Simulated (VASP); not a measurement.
Set up this calculation in VASP 6.6.1, as the native input.

* Task: single point
* Functional: PBE
* Potentials or basis: VASP PAW PBE potentials, release 64 (Lu, Al, S)
* Cutoff: 520 eV
* k mesh: 3 × 3 × 6
* Occupations: gaussian, width 0.1 eV
* Spin: no spin polarisation
* Dipole correction: no
* Further INCAR settings: ALGO = Normal; EDIFF = 1e-06; NBANDS = 42

The structure of Lu2Al3S lies in POSCAR:

```
Lu2Al3S
1.0
    5.3701796238      0.0000000025      0.0000000000
   -2.6850898141      4.6507119758      0.0000000000
    0.0000000000      0.0000000000      5.4054061266
Lu Al S
2 3 1
Direct
    0.3333333333      0.6666666667      0.0000000000
    0.6666666667      0.3333333333      0.0000000000
    0.5000000000      0.0000000000      0.5000000000
    0.5000000000      0.5000000000      0.5000000000
    0.0000000000      0.5000000000      0.5000000000
    0.0000000000      0.0000000000      0.0000000000
```

The cell was built by a generator and needn't be a form met in nature.

The cell isn't the ideal one: species swapped into the CeB2Ru3 type (P6/mmm, No. 191).

One way to write it, as run:

INCAR

```
  PREC = Accurate
  ENCUT = 520
  EDIFF = 1E-6
  ISMEAR = 0
  SIGMA = 0.1
  LREAL = False
  LASPH = True
  NELM = 100
  ALGO = Normal
  ISIF = 2
  LWAVE = False
  LCHARG = False
  GGA = PE
  NBANDS = 42
```

KPOINTS

```
regular mesh
0
Gamma
  3 3 6
```

Potentials or basis: VASP PAW PBE potentials, release 64 (Lu, Al, S).

Command:

```bash
$ cat potpaw_PBE.64/Lu/POTCAR potpaw_PBE.64/Al/POTCAR potpaw_PBE.64/S/POTCAR > POTCAR
$ mpirun -np 1 vasp_std > vasp.out
```

It gave:

```json
{"Pressure": "0.2 GPa", "Band gap on the k mesh": "none (metal or under the smearing width)"}
```

Caveat: the k mesh is coarse (spacing up to 0.45 Å⁻¹), so the values aren't converged.

Wall time 59 s on 1 thread of Intel(R) Xeon(R) Platinum 8488C (Sapphire Rapids), on a shared host, peak memory 0.27 GiB.
